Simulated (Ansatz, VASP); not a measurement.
KZr2: VASP beside Ansatz

File INCAR:

```
PREC = Accurate
ENCUT = 520
EDIFF = 1E-6
ISMEAR = 0
SIGMA = 0.1
LREAL = False
LASPH = True
NELM = 60
ALGO = Normal
ISIF = 2
LWAVE = False
LCHARG = True
GGA = PE
LELF = True
LVHAR = True
NBANDS = 24
```

Contents of KPOINTS:

```
regular mesh
0
Gamma
  6 6 6
```

Contents of POSCAR:

```
KZr2
1.0
    0.0000000000      3.2127327600      3.2127327600
    3.2127327600      0.0000000000      3.2127327600
    3.2127327600      3.2127327600      0.0000000000
K Zr
1 2
Direct
    0.0000000000      0.0000000000      0.0000000000
    0.2500000000      0.2500000000      0.2500000000
    0.7500000000      0.7500000000      0.7500000000
```

Input for Ansatz:

```yaml
crystal:
  lattice:
    - [0.0, 3.21273276, 3.21273276]
    - [3.21273276, 0.0, 3.21273276]
    - [3.21273276, 3.21273276, 0.0]
  atoms:
    - { symbol: K, position: [0.0, 0.0, 0.0] }
    - { symbol: Zr, position: [0.25, 0.25, 0.25] }
    - { symbol: Zr, position: [0.75, 0.75, 0.75] }
basis:
  ecutwfc: 420
kpoints:
  mp_grid: { grid: [6, 6, 6] }
hamiltonian:
  xc: pbe
scf:
  occupations: { method: gaussian, width: 0.1 }
  lower_state_search: "off"
output:
  forces: true
  stress: true
  eigenvalues: true
```

Change from the starting cell: species swapped into the CeH2 type (Fm-3m, No. 225).

Alike in both runs: task single point; functional PBE; k mesh 6 × 6 × 6; occupations gaussian, width 0.1 eV; no spin polarisation.

```csv
,VASP,Ansatz
version,VASP 6.6.1,Ansatz 0.2.0
potentials or method,"VASP PAW PBE potentials, release 64 (K_sv, Zr_sv)","scalar-relativistic, plane waves, PAW"
plane-wave cutoff (eV),520,420
valence electrons in the cell,33,33
```

Ansatz gave:

```
gap on the k mesh at the Fermi level (eV) : none
pressure (GPa)                            : 16.0
```

Problem. Which values does VASP return?

Solution. gap on the k mesh at the Fermi level (eV): none; pressure (GPa): 16.4.

A gap of «none» marks a metal or a gap that the smearing closes.

Caveats: so large a pressure means that the cell lies far from this level's equilibrium, or that cutoff or potentials fall short (VASP).
